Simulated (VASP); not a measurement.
Set up this calculation in VASP 6.6.1, as the native input.

```
Task                   : single point
Functional             : PBEsol
Potentials or basis    : VASP PAW PBE potentials, release 64 (In_d, Se)
Cutoff                 : 520 eV
k mesh                 : 10 × 10 × 10
Occupations            : gaussian, width 0.1 eV
Spin                   : no spin polarisation
Dipole correction      : no
Further INCAR settings : ALGO = Fast; EDIFF = 1e-07; NBANDS = 30
```

The structure of In3Se lies in POSCAR:

```
In3Se
1.0
    4.7748874144      0.0000000000      0.0000000000
    0.0000000000      4.7748874144      0.0000000000
    0.0000000000      0.0000000000      4.7748874144
In Se
3 1
Direct
    0.0000000000      0.5000000000      0.5000000000
    0.5000000000      0.0000000000      0.5000000000
    0.5000000000      0.5000000000      0.0000000000
    0.0000000000      0.0000000000      0.0000000000
```

The cell comes from a database or a generator and needn't be the stable form of this composition.

The cell isn't the ideal one: strained and moved within the space group.

The input as run:

INCAR

```
ALGO = Fast ; EDIFF = 1E-7
ENCUT = 520 ; GGA = PS
ISIF = 2 ; ISMEAR = 0
LASPH = True ; LCHARG = False
LREAL = False ; LWAVE = False
NBANDS = 30 ; NELM = 100
PREC = Accurate ; SIGMA = 0.1
```

KPOINTS

```
k-points
0
Gamma
  10 10 10
```

Potentials or basis: VASP PAW PBE potentials, release 64 (In_d, Se).

Command:

```console
$ cat potpaw_PBE.64/In_d/POTCAR potpaw_PBE.64/Se/POTCAR > POTCAR
$ mpirun -np 1 vasp_std > vasp.out
```

It gave:

```yaml
Pressure: -2.5 GPa
Band_gap_on_the_k_mesh: none (metal or under the smearing width)
```

Caveat: the PAW data sets were made with another functional, which shifts forces and pressure a little.

It took 2.4 min on 1 thread of Intel(R) Xeon(R) Platinum 8488C (Sapphire Rapids), with other jobs on the host, peak memory 0.3 GiB.
